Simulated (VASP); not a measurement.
Here is the system:

```yaml
crystal:
  lattice:
    - [2.82308, 0.00000, 0.00000]
    - [0.00000, 2.82308, 0.00000]
    - [0.00000, 0.00000, 2.82308]
  atoms:
    - { symbol: Al, position: [0.50000, 0.50000, 0.50000] }
    - { symbol: Co, position: [0.00000, 0.00000, 0.00000] }
```

These are PBEsol GGA, VASP's PBE PAW potentials (set 64) (plane waves; VASP) values and carry that method's errors. Settings: 480 eV cut-off, 12×12×12 Γ-centred mesh, first-order Methfessel-Paxton smearing of 0.10 eV, potentials Al Co.

Problem. Estimate the energy per atom (σ→0), band gap (on the k-mesh) with the smallest direct gap where there is one.

Solution. 
- band gap (on the k-mesh): none (metal, semimetal or under 0.01 eV)
- energy per atom (σ→0): -631.1 kJ/mol-atom

The absolute energy has meaning only against runs of the same code, potentials and settings.

The compound is CoAl in the CsCl type structure. It was relaxed first. The start is the result of an earlier pass. The run is not spin-polarised, so no magnetic state was tried.
